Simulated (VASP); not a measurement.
## Ni: relaxation of cell and atoms with PBE

Ni:

```
CELL_PARAMETERS angstrom
0.00000 1.73500 1.73500
1.73500 0.00000 1.73500
1.73500 1.73500 0.00000
ATOMIC_POSITIONS crystal
Ni 0.00000 0.00000 0.00000
```

The cell was built by a generator and needn't be a form met in nature.

```yaml
Program: VASP 6.6.1
Task: relaxation of cell and atoms
Functional: PBE
Potentials_or_basis: VASP PAW PBE potentials, release 64 (Ni)
Cutoff: 700 eV
k_mesh: 20 × 20 × 20
Occupations: methfessel-paxton, width 0.1 eV
Spin: collinear spin, ferromagnetic start
Starting_moments: "[0.7] μB"
Further_INCAR_settings: ALGO = Normal; EDIFF = 1e-07; IBRION = 2; EDIFFG = -0.005; NSW = 40; ISIF = 3
```

```json
{
  "Relaxed volume": "10.88 Å³/atom",
  "Relaxed cell": "a = 2.487 Å, b = 2.487 Å, c = 2.487 Å, α = 60.00°, β = 60.00°, γ = 60.00°",
  "Space group after relaxing (to 0.05 Å)": "Fm-3m (No. 225)",
  "Energy gained by relaxing": "11.6 meV/atom",
  "Ionic steps": "3",
  "Pressure after relaxing": "0.0 GPa",
  "Band gap on the k mesh": "none (metal or under the smearing width)",
  "Net moment": "0.63 μB per cell",
  "Site moments": "Ni +0.64 μB",
  "Valence electrons inside the program's atomic spheres": "Ni 9.31"
}
```

Step by step:
```
step  energy change (eV)  largest force (eV/Å)  pressure (GPa)  volume (Å³)
   1              0.0000                0.0000            8.89        10.45
   2             -0.0003                0.0000           -7.47        11.35
   3             -0.0116                0.0000           -0.03        10.88
```

Final structure:
```yaml
crystal:
  lattice:
    - [0.00000, 1.75890, 1.75890]
    - [1.75890, 0.00000, 1.75890]
    - [1.75890, 1.75890, 0.00000]
  atoms:
    - { symbol: Ni, position: [0.00000, 0.00000, 0.00000] }
```

Levels at points of the mesh, in eV from the Fermi level:
Spin up:
```
           k point  band 2  band 3  band 4  band 5  band 6  band 7  band 8  band 9
(0.00, 0.00, 0.00)   -2.45   -2.45   -2.45   -1.27   -1.27   23.72   27.57   27.57
(0.50, 0.00, 0.00)   -2.43   -2.43   -0.62   -0.62   -0.30    5.65   22.21   24.66
(0.50, 0.50, 0.00)   -4.21   -0.56   -0.49   -0.49    2.44    9.21   14.82   14.82
```
Spin down:
```tsv
k point	band 2	band 3	band 4	band 5	band 6	band 7	band 8	band 9
(0.00, 0.00, 0.00)	-1.69	-1.69	-1.69	-0.68	-0.68	23.55	27.55	27.55
(0.50, 0.00, 0.00)	-1.81	-1.81	-0.36	0.14	0.14	6.08	22.06	24.75
(0.50, 0.50, 0.00)	-3.58	0.05	0.38	0.38	2.40	9.45	14.82	14.82
```

It took 89 s on 1 thread of Intel(R) Xeon(R) Platinum 8488C (Sapphire Rapids) (shared host), peak memory 0.21 GiB.
